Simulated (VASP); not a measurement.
Consider the following.

```
CELL_PARAMETERS angstrom
      0.00000     2.65680     2.65680
      2.65680     0.00000     2.65680
      2.65680     2.65680     0.00000
ATOMIC_POSITIONS crystal
  Mg 0.00000 0.00000 0.00000
  S  0.50000 0.50000 0.50000
```

Method: PBEsol GGA, VASP's PBE PAW potentials (set 64) (plane waves; VASP). Run with 400 eV cut-off, 8×8×8 Γ-centred mesh, Gaussian smearing of 0.050 eV, potentials Mg S.

Energy and stress use the plane-wave basis of the starting cell.

Problem. The ions, cell shape and volume are relaxed. Which structure does the run end with?

Solution. 
```
CELL_PARAMETERS angstrom
      0.00000     2.58892     2.58892
      2.58892     0.00000     2.58892
      2.58892     2.58892     0.00000
ATOMIC_POSITIONS crystal
  Mg 0.00000 0.00000 0.00000
  S  0.50000 0.50000 0.50000
```
Space group Fm-3m (225), at a tolerance of 0.03 Å.

Problem. How do energy and volume change from the first to the last step?

Solution. The energy (σ→0) changes by -24.4 meV/atom and the volume by -7.5 %, in 3 ionic steps.

The structure was generated: MgS was put into the rock salt type (Fm-3m), which need not be its known phase. This run relaxes it. Symmetry was kept, so distortions that lower it aren't found.
